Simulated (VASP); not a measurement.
# SiSnGe with MS2: from relaxation to properties

What structure does SiSnGe take at this level, and what are its properties? The steps: rough relaxation of the start cell, relaxing cell and atoms (MS2), single point with fields (MS2), band structure (MS2), density of states (MS2) and zone-centre phonons (MS2). The cell is invented: it takes the structure of a Materials Project entry for SrSiGe (space group 187 there), with some of its atoms replaced by other elements, volume scaled by an estimate. It may not be a known or stable phase.

Program: VASP 6.6.1. Level of theory: MS2; plane waves and PAW (Sn_d, Ge_d, Si); invented cell. Results are calculated unless marked as measured.

Report form: the programs' logs are mostly left out.

## Step 1: Set-up

Before any relaxation, the start is as follows. It takes space group P-6m2 (No. 187, hexagonal). Conventional cell: a = 4.307 Å, b = 4.307 Å, c = 4.503 Å, α = 90.00°, β = 90.00°, γ = 120.00°. Sn has 6 Ge at 3.35 Å and 6 Si at 3.35 Å nearest. Nearest to Ge lie 3 Si at 2.49 Å and 6 Sn at 3.35 Å. Nearest to Si lie 3 Ge at 2.49 Å. It derives from SrSiGe. it takes the structure of a Materials Project entry for SrSiGe (space group 187 there), with some of its atoms replaced by other elements, volume scaled by an estimate. Farther neighbours are not listed.

## Step 2: Rough relaxation of the start cell

The start is only an estimate, so a cheap relaxation brings it near a minimum before any careful run.

File INCAR:

```
SYSTEM = SiSnGe
PREC = Normal
ENCUT = 410
EDIFF = 1E-05
NELM = 60
ISMEAR = 0
SIGMA = 0.05
LREAL = .FALSE.
ALGO = Normal
METAGGA = MS2
LASPH = .TRUE.
NBANDS = 22
LORBIT = 11
LWAVE = .FALSE.
LCHARG = .FALSE.
IBRION = 2
NSW = 40
ISIF = 3
EDIFFG = -0.04
```

File POSCAR:

```
SiSnGe
1.0
    4.3069660000      0.0000000000      0.0000000000
   -2.1534830000      3.7299420000      0.0000000000
    0.0000000000      0.0000000000      4.5030370000
Sn Ge Si
1 1 1
Direct
    0.6666666700      0.3333333300      0.0000000000
    0.0000000000      0.0000000000      0.5000000000
    0.3333333300      0.6666666700      0.5000000000
```

File KPOINTS:

```
Automatic mesh
0
Gamma
5 5 4
0 0 0
```

The projector-augmented-wave data sets are Sn_d, Ge_d and Si (PBE family, release 64).

Run with:

```bash
mpirun -np 1 vasp_std
```

Run time: 5.4 min. Hardware: 1 MPI rank of AMD EPYC 7R43, shared host; peak memory 0.12 GiB.

The k-mesh is coarse for a metal. This relaxation is a rough one on cheap settings, only to bring the start near its minimum. The PAW data sets were made with PBE, which is usual practice but a small mismatch for other functionals. After so large a change of volume the plane waves of the start cell no longer fit, so the final stress carries a basis-set error. The run keeps the 12 symmetry operations of its start, so it cannot find a distortion of lower symmetry.

The steps of the relaxation:

```csv
step,energy less that of the first step (eV),largest force (eV/Å),pressure (GPa),volume (Å³)
1,0.0000,0.0000,-5.90,72.34
2,-0.2122,0.0000,0.98,63.41
3,-0.2129,0.0000,0.39,63.90
4,-0.2127,0.0000,0.17,64.06
5,-0.2189,0.0000,0.24,64.30
6,-0.2202,0.0000,0.32,64.40
7,-0.2199,0.0000,0.56,64.60
8,-0.2205,0.0000,0.40,64.48
9,-0.2206,0.0000,-0.20,65.10
```

```csv
"conventional cell, symmetrised",before,after,change
a (Å),4.307,4.081,-5.2 %
b (Å),4.307,4.081,-5.2 %
c (Å),4.503,4.513,+0.2 %
volume (Å³/atom),24.11,21.70,-10.0 %
```

Final coordinates:

```cif
data_structure
_symmetry_space_group_name_H-M 'P 1'
_symmetry_Int_Tables_number 1
_cell_length_a 4.0815
_cell_length_b 4.0815
_cell_length_c 4.5125
_cell_angle_alpha 90.000
_cell_angle_beta 90.000
_cell_angle_gamma 120.000
_cell_volume 65.10
loop_
_atom_site_label
_atom_site_type_symbol
_atom_site_fract_x
_atom_site_fract_y
_atom_site_fract_z
_atom_site_occupancy
Sn1 Sn 0.66667 0.33333 0.00000 1
Ge2 Ge 0.00000 0.00000 0.50000 1
Si3 Si 0.33333 0.66667 0.50000 1
```

Numbers from this step:

| Item | Value |
| --- | --- |
| electrons | 32 |
| bands | 22 |
| irreducible k-points | 15 |
| symmetry operations | 12 |
| free energy (TOTEN) | -14.45 eV |
| energy at zero smearing | -14.45 eV |
| Fermi energy | 7.756 eV |
| pressure | -0.1954 GPa |
| metallic | yes |
| SCF cycles over all ionic steps | 75 |

It ends with forces that vanish by symmetry and a pressure of -0.20 GPa.

## Step 3: Relaxing cell and atoms (MS2)

Properties are meant for the cell that this level of theory prefers, so cell and atoms are relaxed first (ISIF = 3) until forces and stress are small; EDIFFG sets the threshold.

File INCAR:

```
SYSTEM = SiSnGe
PREC = Accurate
ENCUT = 410
EDIFF = 1E-06
NELM = 100
ISMEAR = 0
SIGMA = 0.05
LREAL = .FALSE.
ALGO = Normal
METAGGA = MS2
LASPH = .TRUE.
NBANDS = 22
LORBIT = 11
LWAVE = .FALSE.
LCHARG = .FALSE.
IBRION = 2
NSW = 60
ISIF = 3
EDIFFG = -0.01
```

File POSCAR:

```
SiSnGe
1.0
    4.0814504050      0.0000000000      0.0000000000
   -2.0407252025      3.5346397610      0.0000000000
    0.0000000000      0.0000000000      4.5125378362
Sn Ge Si
1 1 1
Direct
    0.6666666700      0.3333333300      0.0000000000
    0.0000000000      0.0000000000      0.5000000000
    0.3333333300      0.6666666700      0.5000000000
```

File KPOINTS:

```
Automatic mesh
0
Gamma
6 6 5
0 0 0
```

Run with:

```bash
mpirun -np 1 vasp_std
```

Wall time 3.8 min (1 MPI rank); peak memory 0.14 GiB.

Little changed from the start: no atom moved by 0.005 Å and no cell edge by 0.1 %.

Numbers from this step:

```yaml
irreducible_k_points: 21
free_energy_toten: -14.26 eV
energy_at_zero_smearing: -14.26 eV
fermi_energy: 7.552 eV
pressure: 0.005152 GPa
scf_cycles_over_all_ionic_steps: 26
```

It ends with forces that vanish by symmetry and a pressure of 0.01 GPa.

## Step 4: Single point with fields (MS2)

The relaxed cell gets a fresh self-consistent run, on a basis set for its own volume, to fix the density and to check the remaining stress.

INCAR, as its differences from that of step 3:

```diff
@@ -14,6 +14,5 @@
 LWAVE = .FALSE.
-LCHARG = .FALSE.
-IBRION = 2
-NSW = 60
-ISIF = 3
-EDIFFG = -0.01
+LCHARG = .TRUE.
+ISIF = 2
+LELF = .TRUE.
+LVHAR = .TRUE.
```

File POSCAR:

```
SiSnGe
1.0
    4.0816096658      0.0000000000      0.0000000000
   -2.0408048329      3.5347776849      0.0000000000
    0.0000000000      0.0000000000      4.5166033928
Sn Ge Si
1 1 1
Direct
    0.6666666700      0.3333333300      0.0000000000
    0.0000000000      0.0000000000      0.5000000000
    0.3333333300      0.6666666700      0.5000000000
```

KPOINTS is that of step 3.

Run with:

```bash
mpirun -np 1 vasp_std
```

Run time: 2.7 min. Hardware: 1 MPI rank; peak memory 0.14 GiB.

This step gave:

| Item | Value |
| --- | --- |
| SCF cycles | 17 |
| pressure | 0.002950 GPa |

Valence electrons inside each PAW sphere by angular momentum. Sphere charges, by row:

```csv
atom,s (e),p (e),d (e),tot (e)
Sn1,1.37,0.884,9.988,12.24
Ge2,1.175,1.223,10.07,12.47
Si3,0.82,0.803,0,1.623
```

Valence density in the ab plane at fractional z = 0.500, with atoms of Ge and Si within 0.2 Å of it. It is the smooth field of the valence electrons, not physical close to the nuclei.

Ten steps, logarithmic in the rise over the least value, from '0' (0 e/Å³) to '9' (17 e/Å³), each cell a mean:
```
97432222223589
75333222333578
43332223333455
23331023332233
22220022222222
22221122211111
22222222111111
22333221111111
22332211111111
23332211111112
44432211111122
67642211111224
99742211112257
99642222222379
```
Columns run along a (4.1 Å), rows up along b (4.1 Å). Atoms in or near the plane, at fractional coordinates: Ge at (0.00, 0.00), Si at (0.33, 0.67).

ELF in the ab plane at fractional z = 0.500, with atoms of Ge and Si within 0.2 Å of it. It is the smooth field of the valence electrons, not physical close to the nuclei.

Ten even steps from '0' (0.06) to '9' (0.88), each cell a mean:
```
13678756786521
35799757997521
57997348996544
68983148986444
67630047764334
56432256532123
46777654210012
57999742000012
68998621000013
67876410000024
56654310000134
43443310001344
11344422224442
21355543455531
```
Columns run along a (4.1 Å), rows up along b (4.1 Å). Atoms in or near the plane, at fractional coordinates: Ge at (0.00, 0.00), Si at (0.33, 0.67).

Electrostatic potential energy in the ab plane at fractional z = 0.500, with atoms of Ge and Si within 0.2 Å of it. With pseudopotentials it is smooth inside the atoms' cores, unlike the true potential.

Values in eV, 14 rows by 14 columns, each cell a mean:
```
-57 -47 -25  -8  -5  -7  -9  -9  -6  -4 -11 -30 -50 -58
-44 -31 -11  -7 -12 -23 -29 -21  -9  -6 -13 -31 -46 -50
-20  -9  -8 -18 -49 -68 -65 -42 -12  -6 -10 -22 -31 -30
 -5  -5 -15 -45 -79 -83 -77 -44 -10  -5  -5  -9 -13 -10
 -3  -8 -36 -74 -83 -83 -66 -27  -6  -2  -2  -2  -2  -2
 -4 -11 -45 -77 -83 -74 -38 -12  -3   0   1   0   0   0
 -4 -11 -35 -52 -50 -31 -10  -3   0   2   2   2   1   0
 -4  -8 -16 -21 -16  -9  -3   0   2   2   2   2   1   0
 -3  -5  -7  -7  -5  -2   0   2   2   2   2   2   1   0
 -3  -6  -8  -6  -3  -1   1   2   2   2   2   2   1  -1
-19 -26 -25 -16  -4  -1   1   2   2   2   2   1  -2  -7
-40 -43 -37 -25  -6  -1   1   2   2   2   1  -1 -10 -25
-57 -56 -44 -26  -5  -1   0   0   1   0  -2  -8 -31 -47
-61 -57 -40 -19  -3  -2  -2  -2  -2  -2  -5 -20 -44 -57
```
Columns run along a (4.1 Å; values clipped at the 3rd and 97th percentile), rows up along b (4.1 Å). Atoms in or near the plane, at fractional coordinates: Ge at (0.00, 0.00), Si at (0.33, 0.67).

In this run the pressure is 0.00 GPa, small enough to go on.

## Step 5: Band structure (MS2)

Levels along the symmetry lines show where the bands peak and cross; KPOINTS_OPT computes them in the converged potential.

INCAR, as its differences from that of step 4:

```diff
@@ -11,8 +11,5 @@
 LASPH = .TRUE.
-NBANDS = 22
+NBANDS = 29
 LORBIT = 11
 LWAVE = .FALSE.
-LCHARG = .TRUE.
-ISIF = 2
-LELF = .TRUE.
-LVHAR = .TRUE.
+LCHARG = .FALSE.
```

POSCAR is that of step 4.

KPOINTS is that of step 4.

File KPOINTS_OPT:

```
Line mode
16
Line-mode
Reciprocal
  0.00000000   0.00000000   0.00000000 GAMMA
  0.50000000   0.00000000   0.00000000 M

  0.50000000   0.00000000   0.00000000 M
  0.33333333   0.33333333   0.00000000 K

  0.33333333   0.33333333   0.00000000 K
  0.00000000   0.00000000   0.00000000 GAMMA

  0.00000000   0.00000000   0.00000000 GAMMA
  0.00000000   0.00000000   0.50000000 A

  0.00000000   0.00000000   0.50000000 A
  0.50000000   0.00000000   0.50000000 L

  0.50000000   0.00000000   0.50000000 L
  0.33333333   0.33333333   0.50000000 H

  0.33333333   0.33333333   0.50000000 H
  0.00000000   0.00000000   0.50000000 A

  0.50000000   0.00000000   0.50000000 L
  0.50000000   0.00000000   0.00000000 M

  0.33333333   0.33333333   0.00000000 K
  0.33333333   0.33333333   0.50000000 H
```

Run with:

```bash
mpirun -np 1 vasp_std
```

It took 12 min on 1 MPI rank; peak memory 0.16 GiB.

Spin-orbit coupling is off here; with elements this heavy it splits and shifts levels by tenths of an eV or more.

This step gave:

* SCF cycles: 14
* bands: 29
* pressure: -0.01019 GPa

Electronic bands along the path, in eV, zero at the Fermi level; # counts the bands kept:

```csv
point,#2,#3,#4,#5,#6,#7,#8,#9
Γ,-4.57,-2.75,-2.75,-1.19,-0.04,-0.04,3.41,5.15
0.47 of the way,-5.20,-3.87,-3.82,-1.07,1.80,1.99,2.44,4.23
M,-5.10,-4.57,-1.54,-1.32,-0.76,0.28,2.91,3.43
0.47 of the way,-6.88,-3.12,-1.33,-1.10,-0.55,1.14,1.77,1.91
K,-8.32,-2.37,-0.63,-0.55,-0.07,0.14,0.18,3.54
0.53 of the way,-6.15,-3.72,-3.64,0.10,0.38,2.34,2.79,3.09
Γ,-4.57,-2.75,-2.75,-1.19,-0.04,-0.04,3.41,5.15
0.53 of the way,-2.68,-2.68,-1.57,-0.93,0.53,0.53,3.88,4.10
A,-2.63,-2.63,-0.83,1.24,1.70,1.70,1.79,2.22
0.53 of the way,-6.34,-3.51,-2.42,-1.14,0.98,1.20,3.16,4.15
L,-7.03,-4.98,-4.00,-1.86,0.37,0.58,5.50,5.68
0.47 of the way,-6.88,-5.38,-4.75,-1.98,0.02,3.20,4.82,5.69
H,-6.59,-6.43,-3.98,-3.88,2.37,4.01,4.54,5.32
0.47 of the way,-6.69,-4.63,-2.61,-1.15,0.54,1.69,3.76,3.94
A,-2.63,-2.63,-0.83,1.24,1.70,1.70,1.79,2.22
jump to L,-7.03,-4.98,-4.00,-1.86,0.37,0.58,5.50,5.68
0.53 of the way,-5.88,-4.34,-3.75,-1.96,1.44,1.53,2.33,3.19
M,-5.10,-4.57,-1.54,-1.32,-0.76,0.28,2.91,3.43
jump to K,-8.32,-2.37,-0.63,-0.55,-0.07,0.14,0.18,3.54
0.47 of the way,-7.92,-4.18,-2.80,-2.68,1.47,2.97,2.97,3.84
H,-6.59,-6.43,-3.98,-3.88,2.37,4.01,4.54,5.32
```

Of the projections kept (Sn, Ge, Si), the largest for each band there; the rest of the weight can lie on other orbitals:

```csv
point,#2,#3,#4,#5,#6,#7,#8,#9
Γ,Sn 0.39,Ge 0.62,Ge 0.62,Ge 0.50,Sn 0.61,Sn 0.61,Sn 0.76,Si 0.51
M,Sn 0.62,Ge 0.52,Ge 0.64,Sn 0.59,Sn 0.74,Ge 0.37,Sn 0.79,Sn 0.48
K,Sn 0.74,Sn 0.51,Ge 0.92,Si 0.82,Sn 0.93,Sn 0.76,Sn 0.77,Si 0.61
Γ,Sn 0.39,Ge 0.62,Ge 0.62,Ge 0.50,Sn 0.61,Sn 0.61,Sn 0.76,Si 0.51
A,Ge 0.63,Ge 0.63,Ge 0.56,Sn 0.52,Ge 0.54,Ge 0.54,Sn 0.76,Sn 0.99
L,Sn 0.96,Sn 0.56,Ge 0.58,Sn 0.37,Sn 0.94,Sn 0.37,Sn 0.48,Sn 0.45
```

There is no gap at this level.

## Step 6: Density of states (MS2)

Here the states are counted by energy and projected on the atoms. The mesh is finer than in the run before.

INCAR, as its differences from that of step 5:

```diff
@@ -5,3 +5,3 @@
 NELM = 100
-ISMEAR = 0
+ISMEAR = -5
 SIGMA = 0.05
@@ -15 +15,2 @@
 LCHARG = .FALSE.
+NEDOS = 2001
```

POSCAR is that of step 5.

File KPOINTS:

```
Automatic mesh
0
Gamma
9 9 7
0 0 0
```

Run with:

```bash
mpirun -np 1 vasp_std
```

Run time: 6.5 min. Hardware: 1 MPI rank; peak memory 0.18 GiB.

With tetrahedra the forces and stress of a metal are not exact derivatives of the energy.

Numbers from this step:

```
SCF cycles             : 17
irreducible k-points   : 48
free energy (TOTEN)    : -14.29 eV
Fermi energy           : 7.468 eV
pressure               : 0.1631 GPa
DOS at the Fermi level : 1.569 states/eV/cell
```

The density of states has structure finer than the step of the table below, so its rows give means over 0.5 eV, whole bins alone (the curve runs from -12.0 to 5.74 eV). Peaks (eV: height): total 0.35: 2.07, 1.16: 2.15, 2.64: 2.75, 3.38: 2.13; Sn p 0.35: 0.460, 1.16: 0.463, 2.64: 0.531, 3.45: 0.405; Ge p -4.17: 0.372, 1.50: 0.226, 2.64: 0.312, 3.38: 0.289; Si p -4.23: 0.249, 2.64: 0.274, 3.38: 0.236, 5.27: 0.178; Sn s -7.94: 0.330, -6.86: 0.746.

States under -12.0 eV and over 5.7 eV are left out. Table of density of states by energy, zero at the Fermi level; means over each step; 7 of 9 lines; values in states/eV/cell:

```csv
energy (eV),total,Sn p,Ge p,Si p,Sn s,Ge s,Si s
-11.5,0.685,0.0105,0.0130,0.0132,0.0274,0.219,0.104
-11.0,0.847,0.0136,0.0170,0.0233,0.0229,0.297,0.116
-10.5,0.837,0.0116,0.0157,0.0298,0.0124,0.327,0.0986
-10.0,0.208,0.00197,0.00314,0.00990,0.00136,0.0936,0.0169
-9.5,0.129,0.00139,0.0121,0.00449,0.0178,0.0124,0.0210
-9.0,0.789,0.0115,0.0764,0.0260,0.0895,0.0760,0.147
-8.5,1.000,0.0143,0.0904,0.0378,0.154,0.106,0.149
-8.0,1.06,0.0139,0.0789,0.0414,0.267,0.106,0.0940
-7.5,0.811,0.0104,0.0582,0.0340,0.249,0.0726,0.0510
-7.0,1.46,0.0201,0.0919,0.0517,0.553,0.0854,0.0854
-6.5,1.01,0.0165,0.0770,0.0428,0.308,0.0865,0.0879
-6.0,0.748,0.0153,0.0665,0.0379,0.192,0.0729,0.0777
-5.5,0.657,0.0247,0.0835,0.0511,0.106,0.0523,0.0602
-5.0,0.648,0.0443,0.116,0.0750,0.0352,0.0272,0.0288
-4.5,1.27,0.106,0.247,0.164,0.0498,0.0245,0.0245
-4.0,1.80,0.161,0.344,0.227,0.0944,0.0241,0.0228
-3.5,1.27,0.123,0.224,0.149,0.100,0.0170,0.0164
-3.0,1.31,0.134,0.222,0.150,0.105,0.0169,0.0164
-2.5,1.17,0.146,0.163,0.112,0.106,0.0160,0.0148
-2.0,0.853,0.114,0.112,0.0760,0.0776,0.0113,0.00989
-1.5,0.846,0.142,0.0780,0.0551,0.0447,0.0269,0.0243
-1.0,1.15,0.216,0.0940,0.0707,0.0325,0.0411,0.0355
-0.5,1.31,0.254,0.102,0.0694,0.0198,0.0698,0.0610
0.0,1.62,0.359,0.115,0.0841,0.0216,0.0928,0.0794
0.5,1.90,0.434,0.131,0.130,0.0354,0.0781,0.0718
1.0,1.82,0.408,0.150,0.134,0.0336,0.0502,0.0559
1.5,1.91,0.386,0.202,0.160,0.0387,0.0447,0.0521
2.0,1.25,0.235,0.139,0.115,0.0293,0.0299,0.0314
2.5,2.17,0.412,0.244,0.212,0.0442,0.0448,0.0450
3.0,1.61,0.302,0.195,0.169,0.0209,0.0305,0.0270
3.5,2.00,0.378,0.269,0.223,0.0179,0.0377,0.0311
4.0,1.65,0.310,0.219,0.185,0.0178,0.0282,0.0251
4.5,1.52,0.275,0.209,0.155,0.0170,0.0198,0.0260
5.0,1.43,0.267,0.182,0.139,0.0128,0.0181,0.0194
```

The finer mesh and the other smearing move the Fermi level by -0.08 eV from the 6×6×5 run, one measure of the sampling error in the zero of the bands above. Of the states within 0.3 eV of the Fermi level, the largest shares in the PAW spheres are Sn p 22 %, Ge p 7 % and Ge s 6 %. The rest lies in smaller channels or between the spheres.

## Step 7: Zone-centre phonons (MS2)

Zone-centre modes test whether the atoms sit at a minimum within this cell. IBRION = 6 takes the force constants from differences of forces between displaced cells, so the forces must be tight.

File INCAR:

```
SYSTEM = SiSnGe
PREC = Accurate
ENCUT = 410
EDIFF = 1E-08
NELM = 100
ISMEAR = 1
SIGMA = 0.2
LREAL = .FALSE.
ALGO = Normal
METAGGA = MS2
LASPH = .TRUE.
NBANDS = 22
LORBIT = 11
LWAVE = .FALSE.
LCHARG = .FALSE.
IBRION = 6
NFREE = 2
POTIM = 0.015
ISIF = 2
NSW = 1
```

POSCAR is that of step 6.

File KPOINTS:

```
Automatic mesh
0
Gamma
11 11 9
0 0 0
```

Run with:

```bash
mpirun -np 1 vasp_std
```

Wall time 54 min (1 MPI rank).

The run was cut off at its time limit.

More ranks or a longer limit would be the way on.

## Step 8: Outcome

| Quantity | Value |
| --- | --- |
| relaxed volume | 21.72 Å³/atom |
| relaxed conventional cell a, b, c | 4.082, 4.082, 4.517 Å; angles 90.0, 90.0, 120.0° |
| space group after relaxing, within 0.02 Å | P-6m2 (No. 187) |
| band gap | none, a metal |
| DOS at the Fermi level | 1.57 states/eV/cell |

**Reading.** With MS2, SiSnGe relaxes to 21.72 Å³/atom in space group P-6m2 (held by the symmetry of the run) and comes out as a metal. Not obtained: zone-centre phonons (MS2), because the run hit its time limit. Band structure (MS2): Of the bands kept, 4 cross the Fermi level on this path. Spin-orbit coupling is left out, and with elements this heavy it would split and shift bands near the Fermi level. The k-sampling is coarse for a metal, so the Fermi level, pressures and the shape of the cell carry errors. No search among competing phases was made. All values are for a static lattice at zero temperature.

[Lines on the potential files, build, host, timing and source positions are cut from VASP's logs without a mark.]

[Logs are printed without paths, hosts, clocks, repeated set-up lines and the standing remarks that a program may print on its own settings, such as how far it seeks lower states.]

[Hosts, paths, dates, database ids (printed as entryN), source tags and the programs' standing remarks are cut or masked in the printed files.]

[A measured line is paired with the nearest computed mode of its activity, which favours agreement.]
